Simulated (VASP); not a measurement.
All values below come from LDA (Ceperley-Alder, Perdew-Zunger), VASP's LDA PAW potentials (set 64) (plane waves; VASP).

VASP input:

KPOINTS:
```
Automatic mesh
0
Gamma
9 9 9
0 0 0
```

**INCAR**
```
SYSTEM = PtAl2
PREC = Accurate
ENCUT = 520
EDIFF = 1E-7
NELM = 100
ALGO = Normal
LREAL = .FALSE.
LASPH = .TRUE.
ISMEAR = 1
SIGMA = 0.1
LMAXMIX = 6
LWAVE = .FALSE.
LCHARG = .FALSE.
ISIF = 2
```

### POSCAR
```
PtAl2
5.9722770
  0.0000000000   0.5000000138   0.5000000138
  0.5000000138   0.0000000000   0.5000000138
  0.5000000138   0.5000000138   0.0000000000
Al Pt
2 1
Cartesian
  0.2500000069   0.2500000069   0.2500000069
  0.7500000207   0.7500000207   0.7500000207
  0.0000000000   0.0000000000   0.0000000000
```

POTCAR, in this order: Al Pt (LDA.64 set). Program: vasp_std.

Output of the run:

**OSZICAR**
```
       N       E                     dE             d eps       ncg     rms          rms(c)
DAV:   1     0.489006755982E+02    0.48901E+02   -0.67308E+03   840   0.113E+03
DAV:   2    -0.171838321278E+02   -0.66085E+02   -0.59075E+02  1004   0.187E+02
DAV:   3    -0.191346952361E+02   -0.19509E+01   -0.19352E+01  1072   0.315E+01
DAV:   4    -0.191503016678E+02   -0.15606E-01   -0.15603E-01  1012   0.341E+00
DAV:   5    -0.191505137156E+02   -0.21205E-03   -0.21202E-03  1064   0.401E-01    0.822E+00
DAV:   6    -0.186722412381E+02    0.47827E+00   -0.23521E+00   964   0.150E+01    0.213E+00
DAV:   7    -0.185747302005E+02    0.97511E-01   -0.20069E-01   940   0.448E+00    0.160E+00
DAV:   8    -0.185344121641E+02    0.40318E-01   -0.44351E-02   960   0.190E+00    0.262E-01
DAV:   9    -0.185341484247E+02    0.26374E-03   -0.20021E-03  1024   0.406E-01    0.166E-01
DAV:  10    -0.185341438720E+02    0.45527E-05   -0.22050E-04   992   0.143E-01    0.198E-02
DAV:  11    -0.185341390297E+02    0.48423E-05   -0.21241E-05  1036   0.471E-02    0.815E-03
DAV:  12    -0.185341391493E+02   -0.11965E-06   -0.10052E-06   956   0.798E-03    0.145E-03
DAV:  13    -0.185341390879E+02    0.61368E-07   -0.31378E-07   916   0.536E-03
   1 F= -.18534139E+02 E0= -.18534672E+02  d E =0.159728E-02
```

### OUTCAR
```
------------------------ aborting loop because EDIFF is reached ----------------------------------------
  FORCE on cell =-STRESS in cart. coord.  units (eV):
  Direction    XX          YY          ZZ          XY          YZ          ZX
  --------------------------------------------------------------------------------------
  Total       -2.4981892     -2.4981892     -2.4981892     -0.0000000      0.0000000      0.0000000
  in kB      -75.1581420    -75.1581420    -75.1581420     -0.0000000      0.0000000      0.0000000
  external PRESSURE =     -75.1581420 kB  Pullay stress =       0.0000000 kB
  volume of cell :       53.25
      direct lattice vectors                 reciprocal lattice vectors
     0.000000000  2.986138583  2.986138583    -0.167440320  0.167440320  0.167440320
     2.986138583  0.000000000  2.986138583     0.167440320 -0.167440320  0.167440320
     2.986138583  2.986138583  0.000000000     0.167440320  0.167440320 -0.167440320
 POSITION                                       TOTAL-FORCE (eV/Angst)
 -----------------------------------------------------------------------------------
      1.49307      1.49307      1.49307         0.000000     -0.000000      0.000000
      4.47921      4.47921      4.47921        -0.000000     -0.000000      0.000000
      0.00000      0.00000      0.00000        -0.000000      0.000000     -0.000000
 -----------------------------------------------------------------------------------
    total drift:                                0.000000     -0.000000      0.000000
  FREE ENERGIE OF THE ION-ELECTRON SYSTEM (eV)
  ---------------------------------------------------
  free  energy   TOTEN  =       -18.5341390879 eV

  energy  without entropy=      -18.5357363670  energy(sigma->0) =      -18.53467151
```
(Selected blocks of OUTCAR.)

The compound is PtAl2 in the fluorite structure. This cell is one point of a volume scan, at 1.06 of the reference volume.
